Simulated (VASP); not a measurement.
Input:

```
Sr
1.0
    0.00000     3.00923     3.00923
    3.00923     0.00000     3.00923
    3.00923     3.00923     0.00000
Sr
1
Direct
  0.00000   0.00000   0.00000
```

Method: PBE GGA, VASP's PBE PAW potentials (set 64) (plane waves; VASP). Numerical set-up: 500 eV cut-off, 8×8×8 Γ-centred mesh, Gaussian smearing of 0.050 eV, potentials Sr_sv.

Question: What does the run give for the energy per atom (σ→0), band gap (on the k-mesh) with the smallest direct gap where there is one?

Answer: 
- band gap (on the k-mesh): none (metal, semimetal or under 0.01 eV)
- energy per atom (σ→0): -1.643 eV/atom

The absolute energy has meaning only against runs of the same code, potentials and settings.

The compound is Sr in the fcc structure. It was relaxed first.
